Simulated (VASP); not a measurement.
# Quasiparticle energies of SiC (Moissanite 3C) in VASP, part 2 of 8

Wanted: how far GW moves the Kohn-Sham levels of SiC (Moissanite 3C). The cell is of the zinc-blende type, one of the forms listed for this formula. The start is a cell from a database of measured crystal structures.

VASP 6.6.1, plane waves and PAW; the level of theory is named at each step.

So far. Step 2 (Empty bands, functional PBE): WAVECAR now holds 136 bands for 8 electrons. Its independent-particle dielectric tensor has xx, yy, zz = 7.8, 7.8, 7.8 on this mesh, which isn't tested for convergence in mesh or bands and lacks local fields.

## 3. evGW0

This step: evGW0 on PBE; plane waves and PAW (Si_GW, C_GW) (VASP 6.6.1).

The lowest NBANDSGW levels in G are updated for four passes while W stays fixed, so the result depends less on the starting levels.

INCAR reads:

```
SYSTEM = SiC
PREC = Accurate
ENCUT = 440
ISMEAR = 0
SIGMA = 0.01
LREAL = .FALSE.
GGA = PE
NBANDS = 136
ALGO = EVGW0
NELMGW = 4
ENCUTGW = 200
NOMEGA = 64
PRECFOCK = Fast
NBANDSGW = 16
LWAVE = .FALSE.
LCHARG = .FALSE.
```

POSCAR reads:

```
SiC
1.0
    0.0000000000      2.1790000000      2.1790000000
    2.1790000000      0.0000000000      2.1790000000
    2.1790000000      2.1790000000      0.0000000000
Si C
1 1
Direct
    0.0000000000      0.0000000000      0.0000000000
    0.7500000000      0.7500000000      0.7500000000
```

KPOINTS reads:

```
Automatic mesh
0
Gamma
6 6 6
0 0 0
```

The projector-augmented-wave data sets are Si_GW and C_GW (PBE family, release 64).

Run with:

```
mpirun -np 8 vasp_std
```

The program printed:

```text
[banner, memory and clock lines left out]
running    8 mpi-ranks, on    1 nodes
 distrk:  each k-point on    8 cores,    1 groups
 distr:  one band on    1 cores,    8 groups

 POSCAR found type information on POSCAR SiC
 POSCAR found :  2 types and       2 ions
 [... a notice as in an earlier step ...]

|                                                                             |
|           W    W    AA    RRRRR   N    N  II  N    N   GGGG   !!!           |
|           W    W   A  A   R    R  NN   N  II  NN   N  G    G  !!!           |
|           W    W  A    A  R    R  N N  N  II  N N  N  G       !!!           |
|           W WW W  AAAAAA  RRRRR   N  N N  II  N  N N  G  GGG   !            |
|           WW  WW  A    A  R   R   N   NN  II  N   NN  G    G                |
|           W    W  A    A  R    R  N    N  II  N    N   GGGG   !!!           |
|                                                                             |
|     The default for ENCUTGWSOFT is different in this version of VASP.       |
|     please manually set ENCUTGWSOFT =200 in the INCAR file.                 |
|                                                                             |

 LDA part: xc-table for (Slater+PW92), standard interpolation
 found WAVECAR, reading the header
 POSCAR, INCAR and KPOINTS ok, starting setup
 FFT: planning ... GRIDC
 FFT: planning ... GRID_SOFT
 FFT: planning ... GRID
 reading WAVECAR
 the WAVECAR file was read successfully
 initial charge from wavefunction
 available memory per node:     14.66 GB, setting MAXMEM to     15015

 The Fermi energy was updated, please check that it is located mid-gap
 values below the HOMO (VB) or above the LUMO (CB) will cause erroneous energies
 E-fermi :   8.4549

 calculate exact exchange contribution
 the WAVEDER file was read successfully
energies w=
    0.000    0.000    0.559    0.000    1.116    0.000    1.672    0.000
    2.223    0.000    2.770    0.000    3.311    0.000    3.845    0.000
    4.374    0.000    4.895    0.000    5.408    0.000    5.915    0.000
    6.414    0.000    6.907    0.000    7.394    0.000    7.875    0.000
    8.351    0.000    8.823    0.000    9.291    0.000    9.757    0.000
   10.221    0.000   10.684    0.000   11.148    0.000   11.613    0.000
   12.081    0.000   12.552    0.000   13.029    0.000   13.512    0.000
   14.003    0.000   14.504    0.000   15.016    0.000   15.542    0.000
   16.083    0.000   16.642    0.000   17.221    0.000   17.823    0.000
   18.453    0.000   19.112    0.000   19.806    0.000   20.540    0.000
   21.318    0.000   22.150    0.000   23.040    0.000   23.999    0.000
   25.038    0.000   26.171    0.000   27.411    0.000   28.782    0.000
   30.305    0.000   32.011    0.000   33.938    0.000   36.137    0.000
   38.672    0.000   41.631    0.000   45.129    0.000   49.332    0.000
   54.478    0.000   60.923    0.000   69.225    0.000   80.308    0.000
   95.833    0.000  119.094    0.000  157.710    0.000  234.145    0.000
 responsefunction array rank=     144
 LDA part: xc-table for (Slater+PW92), standard interpolation

 min. memory requirement per mpi rank    143.5 MB, per node   1148.2 MB

 allocating   8 responsefunctions rank=   144
 shmem allocating  64 responsefunctions rank=   144
 response function shared by NCSHMEM nodes    1
 Doing            8  frequencies on each core in blocks of           64
NQ=   1    0.0000    0.0000    0.0000,
|.........|.........|.........|.........|.........|.........|.........|.........
 performed        297000 updates of chi_q(r,r)
 total number of BLAS operations         44.70 Gflops
NQ=   2    0.1667    0.0000    0.0000,
|.........|.........|.........|.........|.........|.........|.........|.........
 performed        890000 updates of chi_q(r,r)
 total number of BLAS operations        127.46 Gflops
NQ=   3    0.3333    0.0000    0.0000,
|.........|.........|.........|.........|.........|.........|.........|.........
 performed       1483000 updates of chi_q(r,r)
 total number of BLAS operations        217.90 Gflops
NQ=   4    0.5000    0.0000    0.0000,
|.........|.........|.........|.........|.........|.........|.........|.........
 performed       1972000 updates of chi_q(r,r)
 total number of BLAS operations        292.44 Gflops
NQ=   5    0.1667    0.1667    0.0000,
|.........|.........|.........|.........|.........|.........|.........|.........
 performed       2565000 updates of chi_q(r,r)
 total number of BLAS operations        376.45 Gflops
NQ=   6    0.3333    0.1667    0.0000,
|.........|.........|.........|.........|.........|.........|.........|.........
 performed       3532000 updates of chi_q(r,r)
 total number of BLAS operations        523.91 Gflops
NQ=   7    0.5000    0.1667    0.0000,
|.........|.........|.........|.........|.........|.........|.........|.........
 performed       4499000 updates of chi_q(r,r)
 total number of BLAS operations        662.96 Gflops
NQ=   8   -0.3333    0.1667    0.0000,
|.........|.........|.........|.........|.........|.........|.........|.........
 performed       5466000 updates of chi_q(r,r)
 total number of BLAS operations        802.00 Gflops
NQ=   9   -0.1667    0.1667    0.0000,
|.........|.........|.........|.........|.........|.........|.........|.........
 performed       6294000 updates of chi_q(r,r)
 total number of BLAS operations        926.42 Gflops
NQ=  10    0.3333    0.3333    0.0000,
|.........|.........|.........|.........|.........|.........|.........|.........
 performed       6887000 updates of chi_q(r,r)
 total number of BLAS operations       1005.46 Gflops
NQ=  11    0.5000    0.3333    0.0000,
|.........|.........|.........|.........|.........|.........|.........|.........
 performed       7854000 updates of chi_q(r,r)
 total number of BLAS operations       1134.32 Gflops
NQ=  12   -0.3333    0.3333    0.0000,
|.........|.........|.........|.........|.........|.........|.........|.........
 performed       8682000 updates of chi_q(r,r)
 total number of BLAS operations       1256.93 Gflops
NQ=  13    0.5000    0.5000    0.0000,
|.........|.........|.........|.........|.........|.........|.........|.........
 performed       9110000 updates of chi_q(r,r)
 total number of BLAS operations       1311.33 Gflops
NQ=  14    0.5000    0.3333    0.1667,
|.........|.........|.........|.........|.........|.........|.........|.........
 performed      10208000 updates of chi_q(r,r)
 total number of BLAS operations       1459.85 Gflops
NQ=  15   -0.3333    0.3333    0.1667,
|.........|.........|.........|.........|.........|.........|.........|.........
 performed      11236000 updates of chi_q(r,r)
 total number of BLAS operations       1603.26 Gflops
[...]
total number of BLAS operations       1603.26 Gflops
NQ=  16   -0.3333    0.5000    0.1667,
|.........|.........|.........|.........|.........|.........|.........|.........
 performed      12069000 updates of chi_q(r,r)
 total number of BLAS operations       1715.89 Gflops
 resolving degeneracies of screened two electron integrals

 calculate QP shifts <psi_nk| G(iteration)W_0 |psi_nk>: iteration 2
 allocating   8 responsefunctions rank=   144
 shmem allocating  64 responsefunctions rank=   144
 response function shared by NCSHMEM nodes    1
 Doing            8  frequencies on each core in blocks of           64
NQ=   1    0.0000    0.0000    0.0000,
|.........|.........|.........|.........|.........|.........|.........|.........
 performed        297000 updates of chi_q(r,r)
 total number of BLAS operations         44.70 Gflops
NQ=   2    0.1667    0.0000    0.0000,
|.........|.........|.........|.........|.........|.........|.........|.........
 performed        890000 updates of chi_q(r,r)
 total number of BLAS operations        127.46 Gflops
NQ=   3    0.3333    0.0000    0.0000,
|.........|.........|.........|.........|.........|.........|.........|.........
 performed       1483000 updates of chi_q(r,r)
 total number of BLAS operations        217.90 Gflops
NQ=   4    0.5000    0.0000    0.0000,
|.........|.........|.........|.........|.........|.........|.........|.........
 performed       1972000 updates of chi_q(r,r)
 total number of BLAS operations        292.44 Gflops
NQ=   5    0.1667    0.1667    0.0000,
|.........|.........|.........|.........|.........|.........|.........|.........
 performed       2565000 updates of chi_q(r,r)
 total number of BLAS operations        376.45 Gflops
NQ=   6    0.3333    0.1667    0.0000,
|.........|.........|.........|.........|.........|.........|.........|.........
 performed       3532000 updates of chi_q(r,r)
 total number of BLAS operations        523.91 Gflops
NQ=   7    0.5000    0.1667    0.0000,
|.........|.........|.........|.........|.........|.........|.........|.........
 performed       4499000 updates of chi_q(r,r)
 total number of BLAS operations        662.96 Gflops
NQ=   8   -0.3333    0.1667    0.0000,
|.........|.........|.........|.........|.........|.........|.........|.........
 performed       5466000 updates of chi_q(r,r)
 total number of BLAS operations        802.00 Gflops
NQ=   9   -0.1667    0.1667    0.0000,
|.........|.........|.........|.........|.........|.........|.........|.........
 performed       6294000 updates of chi_q(r,r)
 total number of BLAS operations        926.42 Gflops
NQ=  10    0.3333    0.3333    0.0000,
|.........|.........|.........|.........|.........|.........|.........|.........
 performed       6887000 updates of chi_q(r,r)
 total number of BLAS operations       1005.46 Gflops
NQ=  11    0.5000    0.3333    0.0000,
|.........|.........|.........|.........|.........|.........|.........|.........
 performed       7854000 updates of chi_q(r,r)
 total number of BLAS operations       1134.32 Gflops
NQ=  12   -0.3333    0.3333    0.0000,
|.........|.........|.........|.........|.........|.........|.........|.........
 performed       8682000 updates of chi_q(r,r)
 total number of BLAS operations       1256.93 Gflops
NQ=  13    0.5000    0.5000    0.0000,
|.........|.........|.........|.........|.........|.........|.........|.........
 performed       9110000 updates of chi_q(r,r)
 total number of BLAS operations       1311.33 Gflops
NQ=  14    0.5000    0.3333    0.1667,
|.........|.........|.........|.........|.........|.........|.........|.........
 performed      10208000 updates of chi_q(r,r)
 total number of BLAS operations       1459.85 Gflops
NQ=  15   -0.3333    0.3333    0.1667,
|.........|.........|.........|.........|.........|.........|.........|.........
 performed      11236000 updates of chi_q(r,r)
 total number of BLAS operations       1603.26 Gflops
NQ=  16   -0.3333    0.5000    0.1667,
|.........|.........|.........|.........|.........|.........|.........|.........
 performed      12069000 updates of chi_q(r,r)
 total number of BLAS operations       1715.89 Gflops
 resolving degeneracies of screened two electron integrals

 calculate QP shifts <psi_nk| G(iteration)W_0 |psi_nk>: iteration 3
 allocating   8 responsefunctions rank=   144
 shmem allocating  64 responsefunctions rank=   144
 response function shared by NCSHMEM nodes    1
 Doing            8  frequencies on each core in blocks of           64
NQ=   1    0.0000    0.0000    0.0000,
|.........|.........|.........|.........|.........|.........|.........|.........
 performed        297000 updates of chi_q(r,r)
 total number of BLAS operations         44.70 Gflops
NQ=   2    0.1667    0.0000    0.0000,
|.........|.........|.........|.........|.........|.........|.........|.........
 performed        890000 updates of chi_q(r,r)
 total number of BLAS operations        127.46 Gflops
NQ=   3    0.3333    0.0000    0.0000,
|.........|.........|.........|.........|.........|.........|.........|.........
 performed       1483000 updates of chi_q(r,r)
 total number of BLAS operations        217.90 Gflops
NQ=   4    0.5000    0.0000    0.0000,
|.........|.........|.........|.........|.........|.........|.........|.........
 performed       1972000 updates of chi_q(r,r)
 total number of BLAS operations        292.44 Gflops
NQ=   5    0.1667    0.1667    0.0000,
|.........|.........|.........|.........|.........|.........|.........|.........
 performed       2565000 updates of chi_q(r,r)
 total number of BLAS operations        376.45 Gflops
NQ=   6    0.3333    0.1667    0.0000,
|.........|.........|.........|.........|.........|.........|.........|.........
 performed       3532000 updates of chi_q(r,r)
 total number of BLAS operations        523.91 Gflops
NQ=   7    0.5000    0.1667    0.0000,
|.........|.........|.........|.........|.........|.........|.........|.........
 performed       4499000 updates of chi_q(r,r)
 total number of BLAS operations        662.96 Gflops
NQ=   8   -0.3333    0.1667    0.0000,
|.........|.........|.........|.........|.........|.........|.........|.........
 performed       5466000 updates of chi_q(r,r)
 total number of BLAS operations        802.00 Gflops
NQ=   9   -0.1667    0.1667    0.0000,
|.........|.........|.........|.........|.........|.........|.........|.........
 performed       6294000 updates of chi_q(r,r)
 total number of BLAS operations        926.42 Gflops
NQ=  10    0.3333    0.3333    0.0000,
|.........|.........|.........|.........|.........|.........|.........|.........
 performed       6887000 updates of chi_q(r,r)
 total number of BLAS operations       1005.46 Gflops
NQ=  11    0.5000    0.3333    0.0000,
|.........|.........|.........|.........|.........|.........|.........|.........
 performed       7854000 updates of chi_q(r,r)
 total number of BLAS operations       1134.32 Gflops
NQ=  12   -0.3333    0.3333    0.0000,
|.........|.........|.........|.........|.........|.........|.........|.........
 performed       8682000 updates of chi_q(r,r)
 total number of BLAS operations       1256.93 Gflops
NQ=  13    0.5000    0.5000    0.0000,
|.........|.........|.........|.........|.........|.........|.........|.........
 performed       9110000 updates of chi_q(r,r)
 total number of BLAS operations       1311.33 Gflops
NQ=  14    0.5000    0.3333    0.1667,
|.........|.........|.........|.........|.........|.........|.........|.........
 performed      10208000 updates of chi_q(r,r)
 total number of BLAS operations       1459.85 Gflops
NQ=  15   -0.3333    0.3333    0.1667,
|.........|.........|.........|.........|.........|.........|.........|.........
 performed      11236000 updates of chi_q(r,r)
 total number of BLAS operations       1603.26 Gflops
NQ=  16   -0.3333    0.5000    0.1667,
|.........|.........|.........|.........|.........|.........|.........|.........
 performed      12069000 updates of chi_q(r,r)
 total number of BLAS operations       1715.89 Gflops
 resolving degeneracies of screened two electron integrals

 calculate QP shifts <psi_nk| G(iteration)W_0 |psi_nk>: iteration 4
 entering main loop
```

Wall time 4.3 min (8 MPI ranks of AMD EPYC 9R14 (Zen 4), shared host); peak memory 1.5 GiB.

(Continued in part 3 of 8.)

[Lines on the potential files, build, host, timing and source positions are cut from VASP's logs without a mark.]

[Logs are printed without paths, hosts, clocks, repeated set-up lines and the standing remarks that a program may print on its own settings, such as how far it seeks lower states.]

[Hosts, paths, dates, database ids (printed as entryN), source tags and the programs' standing remarks are cut or masked in the printed files.]

[Pressures printed for these runs are not shown converged in the cutoff: they can be off by several GPa and have the wrong sign.]
